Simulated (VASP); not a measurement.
```xyz
2
Lattice="0.0000 2.1072 2.1072 2.1072 0.0000 2.1072 2.1072 2.1072 0.0000" Properties=species:S:1:pos:R:3 pbc="T T T"
Ti     0.0000     0.0000     0.0000
N      2.1072     2.1072     2.1072
```

Level of theory: PBE GGA with D4 dispersion, VASP's PBE PAW potentials (set 64) (plane waves; VASP 6.6.1). Settings: 520 eV cut-off, Gaussian smearing of 0.050 eV, potentials Ti_sv N.

**Question.** What does the run give for the band gap (along the path) with the smallest direct gap where there is one?

**Answer.** 
```
Quantity                                                      Value
-------------------------  ----------------------------------------
band gap (along the path)  none (metal, semimetal or under 0.01 eV)
```

The compound is TiN in the rock salt structure. It was relaxed first. The electron count is odd and the run is not spin-polarised, which forces a metal.
